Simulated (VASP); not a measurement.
# Li3Be4B4O12 (a cell with a defect) in VASP: notebook

Runs on Li3Be4B4O12 (a cell with a defect). Level: PBEsol. Tasks: molecular dynamics, single point.

All numbers are computed with VASP 6.6.1; they aren't measurements. Logs are shortened: lines on timing, memory, paths and dates and some standing lists are left out, and cuts for length are marked.

### Step 1. The structure

The cell holds a defect, 23 atoms: a = 8.023 Å, b = 4.728 Å, c = 5.894 Å, α = 93.76°, β = 113.25°, γ = 89.16°.

### Step 2. Molecular dynamics, PBEsol

The input, INCAR:

```
SYSTEM = Li3Be4B4O12
ALGO     = Fast           ! electronic algorithm
EDIFF    = 1E-5           ! SCF threshold, eV
ENCUT    = 520            ! plane-wave cutoff, eV
GGA      = PS             ! functional
IBRION   = 0              ! ionic algorithm
ISIF     = 2              ! what is computed and relaxed
ISMEAR   = -1             ! smearing method
ISYM     = 0            
LASPH    = .True.         ! aspherical terms in the spheres
LCHARG   = .False.        ! write CHGCAR
LREAL    = Auto         
LWAVE    = .False.        ! write WAVECAR
MDALGO   = 2            
NELECT   = 102.0        
NELM     = 100            ! most SCF steps
NELMIN   = 4            
NSW      = 40             ! ionic steps
POTIM    = 1.0            ! step
PREC     = Accurate       ! precision mode
RANDOM_SEED= 331509 0 0   
SIGMA    = 0.05           ! smearing width, eV
SMASS    = 0            
TEBEG    = 1200.0       
TEEND    = 1200.0
```

The input, KPOINTS:

```
k-points
0
Gamma
  2 2 2
  0 0 0
```

The input, POSCAR:

```
Li3Be4B4O12
1.0
   -6.8963870000     -4.0992610000      0.0000000000
    2.3556130000     -4.0992610000      0.0000000000
    1.8203680000      1.4917380000      5.4037220000
Li Be B O
3 4 4 12
Direct
    0.0646500000      0.8065500000      0.1632000000
    0.5646500000      0.3065500000      0.1632000000
    0.4353500000      0.6934500000      0.8368000000
    0.9576500000      0.3148500000      0.3424000000
    0.0423500000      0.6851500000      0.6576000000
    0.4576500000      0.8148500000      0.3424000000
    0.5423500000      0.1851500000      0.6576000000
    0.2632500000      0.3337500000      0.2692000000
    0.7367500000      0.6662500000      0.7308000000
    0.7632500000      0.8337500000      0.2692000000
    0.2367500000      0.1662500000      0.7308000000
    0.0937000000      0.2183000000      0.2082600000
    0.9063000000      0.7817000000      0.7917400000
    0.2861500000      0.6155500000      0.2598000000
    0.7138500000      0.3844500000      0.7402000000
    0.0833500000      0.3398500000      0.6602900000
    0.9166500000      0.6601500000      0.3397100000
    0.5937000000      0.7183000000      0.2082600000
    0.4063000000      0.2817000000      0.7917400000
    0.7861500000      0.1155500000      0.2598000000
    0.2138500000      0.8844500000      0.7402000000
    0.5833500000      0.8398500000      0.6602900000
    0.4166500000      0.1601500000      0.3397100000
```

Potentials or basis: VASP PAW PBE potentials, release 64 (Li_sv, Be, B, O).

Run with:

```console
cat potpaw_PBE.64/Li_sv/POTCAR potpaw_PBE.64/Be/POTCAR potpaw_PBE.64/B/POTCAR potpaw_PBE.64/O/POTCAR > POTCAR
mpirun -np 1 vasp_std > vasp.out
```

OUTCAR:

```text
SYSTEM = Li3Be4B4O12
   EDIFF = 1E-5
   ENCUT = 520
   GGA = PS
   IBRION = 0
   ISIF = 2
   ISMEAR = -1
   ISYM = 0
   LASPH = .True.
   LREAL = Auto
   NELECT = 102.0
   NELM = 100
   NELMIN = 4
   NSW = 40
   POTIM = 1.0
   PREC = Accurate
   TEBEG = 1200.0

 ion  position               nearest neighbor table
   1  0.065  0.807  0.163-  14 1.88  12 1.95  17 2.02  13 2.05
   2  0.565  0.307  0.163-  20 1.88  18 1.95  23 2.02  19 2.05
   3  0.435  0.693  0.837-  21 1.88  19 1.95  22 2.02  18 2.05
   4  0.958  0.315  0.342-  20 1.57  12 1.63  17 1.66  16 1.74   5 2.36
   5  0.042  0.685  0.658-  21 1.57  13 1.63  16 1.66  17 1.74   4 2.36
   6  0.458  0.815  0.342-  14 1.57  18 1.63  23 1.66  22 1.74   7 2.36
   7  0.542  0.185  0.658-  15 1.57  19 1.63  22 1.66  23 1.74   6 2.36
   8  0.263  0.334  0.269-  14 1.36  12 1.37  23 1.40
   9  0.737  0.666  0.731-  15 1.36  13 1.37  22 1.40
  10  0.763  0.834  0.269-  20 1.36  18 1.37  17 1.40
  11  0.237  0.166  0.731-  21 1.36  19 1.37  16 1.40
  12  0.094  0.218  0.208-   8 1.37   4 1.63   1 1.95
  13  0.906  0.782  0.792-   9 1.37   5 1.63   1 2.05
  14  0.286  0.616  0.260-   8 1.36   6 1.57   1 1.88
  15  0.714  0.384  0.740-   9 1.36   7 1.57
  16  0.083  0.340  0.660-  11 1.40   5 1.66   4 1.74
  17  0.917  0.660  0.340-  10 1.40   4 1.66   5 1.74   1 2.02
  18  0.594  0.718  0.208-  10 1.37   6 1.63   2 1.95   3 2.05
  19  0.406  0.282  0.792-  11 1.37   7 1.63   3 1.95   2 2.05
  20  0.786  0.116  0.260-  10 1.36   4 1.57   2 1.88
  21  0.214  0.884  0.740-  11 1.36   5 1.57   3 1.88
  22  0.583  0.840  0.660-   9 1.40   7 1.66   6 1.74   3 2.02
  23  0.417  0.160  0.340-   8 1.40   6 1.66   7 1.74   2 2.02

IMPORTANT INFORMATION: All symmetrisations will be switched off!
NOSYMM: (Re-)initialisation of all symmetry stuff for point group C_1.

----------------------------------------------------------------------------------------

                                     Primitive cell

  volume of cell :     204.9435

  direct lattice vectors                    reciprocal lattice vectors
    -6.896387000 -4.099261000  0.000000000    -0.108084738 -0.062110174  0.053556809
     2.355613000 -4.099261000  0.000000000     0.108084738 -0.181836235  0.013786428
     1.820368000  1.491738000  5.403722000     0.000000000  0.000000000  0.185057632

  length of vectors
     8.022723627  4.727880429  5.893999777     0.135677250  0.211983000  0.185057632

  position of ions in fractional coordinates (direct lattice)
     0.064650000  0.806550000  0.163200000
     0.564650000  0.306550000  0.163200000
     0.435350000  0.693450000  0.836800000
     0.957650000  0.314850000  0.342400000
     0.042350000  0.685150000  0.657600000
     0.457650000  0.814850000  0.342400000
[... 15 lines left out ...]
     0.583350000  0.839850000  0.660290000
     0.416650000  0.160150000  0.339710000

  ion indices of the primitive-cell ions
   primitive index   ion index
                 1           1
                 2           2
                 3           3
                 4           4
                 5           5
                 6           6
[... 15 lines left out ...]
                22          22
                23          23

----------------------------------------------------------------------------------------

 KPOINTS: k-points

Automatic generation of k-mesh.
 Grid dimensions read from file:
 generate k-points for:    2    2    2

 Generating k-lattice:

  Cartesian coordinates                     Fractional coordinates (reciprocal lattice)
    -0.054042369 -0.031055087  0.026778404     0.500000000  0.000000000 -0.000000000
     0.054042369 -0.090918117  0.006893214     0.000000000  0.500000000 -0.000000000
     0.000000000  0.000000000  0.092528816     0.000000000  0.000000000  0.500000000

  Length of vectors
     0.067838625  0.105991500  0.092528816

  Shift w.r.t. Gamma in fractional coordinates (k-lattice)
     0.000000000  0.000000000  0.000000000

 Subroutine IBZKPT returns following result:
 ===========================================

 Found      8 irreducible k-points:

 Following reciprocal coordinates:
            Coordinates               Weight
  0.000000  0.000000  0.000000      1.000000
  0.500000 -0.000000  0.000000      1.000000
 -0.000000  0.500000  0.000000      1.000000
  0.500000  0.500000  0.000000      1.000000
  0.000000  0.000000  0.500000      1.000000
  0.500000 -0.000000  0.500000      1.000000
 -0.000000  0.500000  0.500000      1.000000
  0.500000  0.500000  0.500000      1.000000
   k-points           NKPTS =      8   k-points in BZ     NKDIM =      8   number of bands    NBANDS=     63
   number of dos      NEDOS =    301   number of ions     NIONS =     23
   total plane-waves  NPLWV = 103680
   dimension x,y,z NGX =    60 NGY =   36 NGZ =   48
   dimension x,y,z NGXF=   120 NGYF=   72 NGZF=   96
   ions per type =               3   4   4  12
   NGX,Y,Z   is equivalent  to a cutoff of  12.43, 12.66, 13.54 a.u.
   NGXF,Y,Z  is equivalent  to a cutoff of  24.87, 25.32, 27.08 a.u.
 SYSTEM =  Li3Be4B4O12
   PREC   = accura    normal or accurate (medium, high low for compatibility)
   ISTART =      0    job   : 0-new  1-cont  2-samecut
   ICHARG =      2    charge: 1-file 2-atom 10-const
   ISPIN  =      1    spin polarized calculation?
   LNONCOLLINEAR =      F non collinear calculations
   LSORBIT =      F    spin-orbit coupling
   LASPH  =      T    aspherical Exc in radial PAW
   ENCUT  =  520.0 eV  38.22 Ry    6.18 a.u.  14.92  8.79 10.96*2*pi/ulx,y,z
   NELM   =    100;   NELMIN=  4; NELMDL= -5     # of ELM steps
   EDIFF  = 0.1E-04   stopping-criterion for ELM
   LREAL  =      T    real-space projection
   EDIFFG = 0.1E-03   stopping-criterion for IOM
   NSW    =     40    number of steps for IOM
   IBRION =      0    ionic relax: 0-MD 1-quasi-New 2-CG
   NFREE  =      0    steps in history (QN), initial steepest desc. (CG)
   ISIF   =      2    stress and relaxation
   ISYM   =      0    0-nonsym 1-usesym 2-fastsym
   POTIM  = 1.0000    time-step for ionic-motion
   TEBEG  = 1200.0;   TEEND  =1200.0 temperature during run
   PSTRESS=    0.0 pullay stress
   NELECT =     102.0000    total number of electrons
   NUPDOWN=      -1.0000    fix difference up-down
   EMIN   =  10.00;   EMAX   =-10.00  energy-range for DOS
   EFERMI =   0.00;   METHOD = LEGACY
   ISMEAR =    -1;   SIGMA  =   0.05  broadening in eV -4-tet -1-fermi 0-gaus
   EFERMI_NEDOS =   21; number of points for ismear=-14 and -15
   IALGO  =     68    algorithm
   IMIX   =      4    mixing-type and parameters
     AMIX     =   0.40;   BMIX     =  1.00
     AMIX_MAG =   1.60;   BMIX_MAG =  1.00
  volume/ion in A,a.u.               =       8.91        60.13
  Fermi-wavevector in a.u.,A,eV,Ry     =   1.297369  2.451672 22.900865  1.683166
  Thomas-Fermi vector in A             =   2.428766
   LORBIT       =      0    0 simple, 1 ext, 2 COOP (PROOUT), +10 PAW based schemes
   GGA     = PS    functional components
   LHFCALC =     F    Hartree Fock is set to
   AEXX    =    0.0000 exact exchange contribution
   IVDW    =     0    specifies the selected vdW correction
   LEPSILON=     F    determine dielectric tensor
   LRPA    =     F    only Hartree local field effects (RPA)
 molecular dynamics for ions
 non-spin polarized calculation
 RMM-DIIS sequential band-by-band and
  energy-cutoff  :      520.00
  volume of cell :      204.94
 maximum number of plane-waves:      5558
 NGX is ok and might be reduce to    60
   NGX = 29   NGY = 17   NGZ = 21

--------------------------------------- Ionic step        1  -------------------------------------------

 number of electron     101.9999980 magnetization

 Free energy of the ion-electron system (eV)
  ---------------------------------------------------
  ext. energy  EPLUGINS =         0.00000000
  ---------------------------------------------------
  free energy    TOTEN  =      -166.87895879 eV

  energy without entropy =     -166.87895879  energy(sigma->0) =     -166.87895879

------------------------ aborting loop because EDIFF is reached ----------------------------------------

  FORCE on cell =-STRESS in cart. coord.  units (eV):
  Direction    XX          YY          ZZ          XY          YZ          ZX
  --------------------------------------------------------------------------------------
  -------------------------------------------------------------------------------------
  Total        6.1618365      6.7545175      5.0628140     -0.0360405     -0.0543131     -0.5254088
  in kB       48.1710998     52.8044736     39.5793227     -0.2817521     -0.4246010     -4.1074641
  external PRESSURE =      46.8516320 kB  Pullay stress =       0.0000000 kB
[... 178 lines left out ...]
  ENERGY OF THE ELECTRON-ION-THERMOSTAT SYSTEM (eV)
  ---------------------------------------------------
% ion-electron   TOTEN  =      -166.521907  see above
  kinetic energy EKIN   =         3.062765
  kin. lattice  EKIN_LAT=         0.000000  (temperature 1077.02 K)
  nose potential ES     =        -0.003955
  nose kinetic   EPS    =         0.000228
  ---------------------------------------------------
  total energy   ETOTAL =      -163.462869 eV

[... ionic steps 4 to 37 ...]

--------------------------------------- Ionic step       38  -------------------------------------------

 number of electron     101.9999999 magnetization

------------------------ aborting loop because EDIFF is reached ----------------------------------------

  FORCE on cell =-STRESS in cart. coord.  units (eV):
  Direction    XX          YY          ZZ          XY          YZ          ZX
  --------------------------------------------------------------------------------------
  -------------------------------------------------------------------------------------
  Total       13.2986758      3.3923519     11.9182110      2.4496082     -1.6770117     -4.9099144
  in kB      103.9644326     26.5202297     93.1724378     19.1501869    -13.1102955    -38.3840071
  external PRESSURE =      74.5523667 kB  Pullay stress =       0.0000000 kB
[... 111 lines left out ...]
  ENERGY OF THE ELECTRON-ION-THERMOSTAT SYSTEM (eV)
  ---------------------------------------------------
% ion-electron   TOTEN  =      -161.344517  see above
  kinetic energy EKIN   =         2.819657
  kin. lattice  EKIN_LAT=         0.000000  (temperature  991.53 K)
  nose potential ES     =        -5.030710
  nose kinetic   EPS    =         0.088569
  ---------------------------------------------------
  total energy   ETOTAL =      -163.467001 eV

--------------------------------------- Ionic step       40  -------------------------------------------

 number of electron     102.0000003 magnetization

 Free energy of the ion-electron system (eV)
  ---------------------------------------------------
  ext. energy  EPLUGINS =         0.00000000
  ---------------------------------------------------
  free energy    TOTEN  =      -161.48871717 eV

  energy without entropy =     -161.48871717  energy(sigma->0) =     -161.48871717

 E-fermi :   3.0739     XC(G=0): -10.1328

 val. band max:        1.7809090172   @ k =   0.5000  -0.0000   0.5000
 cond. band min:       6.0665958081   @ k =   0.0000   0.0000   0.0000
 fundamental gap:      4.2856867910
 Fermi energy:         3.0738700591

 k-point     1 :       0.0000    0.0000    0.0000
  band No.  band energies     occupation
      1     -41.1645      2.00000
      2     -40.5505      2.00000
      3     -40.4913      2.00000
      4     -18.6563      2.00000
      5     -18.2910      2.00000
      6     -17.4748      2.00000
[... 573 lines left out ...]
  ENERGY OF THE ELECTRON-ION-THERMOSTAT SYSTEM (eV)
  ---------------------------------------------------
% ion-electron   TOTEN  =      -161.488717  see above
  kinetic energy EKIN   =         2.867048
  kin. lattice  EKIN_LAT=         0.000000  (temperature 1008.20 K)
  nose potential ES     =        -4.915546
  nose kinetic   EPS    =         0.069522
  ---------------------------------------------------
  total energy   ETOTAL =      -163.467693 eV
```

Run time: 45 min. Hardware: 1 thread of Intel Xeon Platinum 8488C (Sapphire Rapids), shared host; peak memory 0.47 GiB.

The path:
```tsv
step	potential energy change (eV)	largest force (eV/Å)	pressure (GPa)	volume (Å³)	temperature (K)
1	0.0000	1.7861	4.69	204.94	1194
2	0.1303	2.4571	4.61	204.94	1155
3	0.3571	3.2914	4.80	204.94	1077
4	0.6470	4.0007	5.11	204.94	980
5	0.9624	4.4579	5.45	204.94	877
6	1.2677	4.6255	5.74	204.94	782
7	1.5360	4.6143	5.96	204.94	705
8	1.7514	4.5605	6.01	204.94	652
9	1.9092	4.2147	5.95	204.94	624
10	2.0124	4.3181	5.75	204.94	623
11	2.0687	4.2629	5.44	204.94	646
12	2.0887	4.0102	5.05	204.94	692
13	2.0864	3.5746	4.64	204.94	757
14	2.0811	3.1827	4.26	204.94	837
15	2.0976	3.3549	3.98	204.94	925
16	2.1633	3.4585	3.86	204.94	1009
17	2.3012	3.5701	3.92	204.94	1082
18	2.5178	4.5054	4.16	204.94	1137
19	2.7899	6.5090	4.51	204.94	1181
20	3.0577	8.2170	4.84	204.94	1233
21	3.2412	9.1207	4.98	204.94	1321
22	3.2835	8.8366	4.81	204.94	1467
23	3.1944	7.4430	4.32	204.94	1668
24	3.0539	5.5174	3.62	204.94	1894
25	2.9649	4.0207	2.90	204.94	2095
26	3.0017	3.4903	2.34	204.94	2227
27	3.1876	3.5155	2.04	204.94	2266
28	3.5028	4.1356	2.02	204.94	2211
29	3.9027	5.1014	2.26	204.94	2079
30	4.3353	5.7170	2.70	204.94	1899
31	4.7515	6.0538	3.27	204.94	1700
32	5.1116	6.1989	3.90	204.94	1510
33	5.3902	6.2353	4.55	204.94	1346
34	5.5787	6.2304	5.18	204.94	1216
35	5.6836	6.2267	5.78	204.94	1120
36	5.7203	6.2207	6.36	204.94	1054
37	5.7030	6.1653	6.92	204.94	1012
38	5.6400	5.9806	7.46	204.94	992
39	5.5344	5.5806	7.98	204.94	992
40	5.3902	4.8933	8.44	204.94	1008
```

Caveat: the k mesh is coarse (spacing up to 0.67 Å⁻¹), so the values aren't converged; the cell carries a net charge on a neutralising background, which shifts energy and pressure; the cell is charged against a uniform background, so pressure and absolute levels hang on convention; the cutoff is under 1.25 times the usual one of these potentials, so pressure, stress and relaxed cells hold a basis-set (Pulay) error; the PAW data sets were made with another functional, which shifts forces and pressure a little.

(Continued in part 2 of 2.)
